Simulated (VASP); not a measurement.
Consider the following.

```
CELL_PARAMETERS angstrom
      0.00000     2.55634     2.55634
      2.55634     0.00000     2.55634
      2.55634     2.55634     0.00000
ATOMIC_POSITIONS crystal
  Hf 0.00000 0.00000 0.00000
  O  0.75000 0.75000 0.75000
  O  0.25000 0.25000 0.25000
```

Calculation: LDA (Ceperley-Alder, Perdew-Zunger), VASP's LDA PAW potentials (set 64) (plane waves; VASP). Numerical set-up: 400 eV cut-off, 6×6×6 Γ-centred mesh, Fermi-Dirac smearing of 0.020 eV, potentials Hf_pv O.

At this cut-off the stress carries a Pulay error, which pulls relaxed volumes low. Energy and stress use the plane-wave basis of the starting cell.

Problem. The ions, cell shape and volume are relaxed. Give the cell that the relaxation ends in.

Solution. 
```
CELL_PARAMETERS angstrom
      0.00000     2.48203     2.48203
      2.48203     0.00000     2.48203
      2.48203     2.48203     0.00000
ATOMIC_POSITIONS crystal
  Hf 0.00000 0.00000 0.00000
  O  0.75000 0.75000 0.75000
  O  0.25000 0.25000 0.25000
```
Space group Fm-3m (225), at a tolerance of 0.03 Å.

Problem. How do energy and volume change from the first to the last step?

Solution. The energy (σ→0) changes by -78.2 meV/atom and the volume by -8.5 %, in 7 ionic steps.

The structure comes from a computed database's HfO2 entry; how it stands against other phases isn't given here. This run relaxes it. Symmetry was kept, so distortions that lower it aren't found. The run is one of a series of settings (EDIFFG = -0.01, IBRION = 2, ISIF = 3, NSW = 50 against the base run), some of them coarse on purpose.
